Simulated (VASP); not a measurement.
TmCu5 (space group F-43m): computed properties

The numbers are results of PBEsol GGA, VASP's PBE PAW potentials (set 64) (plane waves; VASP 6.6.1), not measurements.

| Property | Value |
|---|---|
| space group | F-43m (216) |
| cell | a = b = c = 6.878 Å, α = β = γ = 90.00° |
| volume per atom | 13.56 Å³/atom |
| band gap (over mesh and band path) | none (metal, semimetal or under 0.01 eV) |
| band gap with spin-orbit coupling | none (metallic) |
| density | 9.94 g/cm³ |

```yaml
crystal:
  lattice:
    - [0.00000, 3.43891, 3.43891]
    - [3.43891, 0.00000, 3.43891]
    - [3.43891, 3.43891, 0.00000]
  atoms:
    - { symbol: Tm, position: [0.00000, 0.00000, 0.00000] }
    - { symbol: Cu, position: [0.25000, 0.25000, 0.25000] }
    - { symbol: Cu, position: [0.62406, 0.62406, 0.62406] }
    - { symbol: Cu, position: [0.12783, 0.62406, 0.62406] }
    - { symbol: Cu, position: [0.62406, 0.62406, 0.12783] }
    - { symbol: Cu, position: [0.62406, 0.12783, 0.62406] }
```

The 4f electrons are frozen in the core of the lanthanide potential, so 4f levels, which can set the real gap, and their magnetism are missing.

The structure comes from a computed database's TmCu5 entry (F-43m); how it stands against other phases isn't given here. It was relaxed first. Symmetry was kept, so distortions that lower it aren't found.
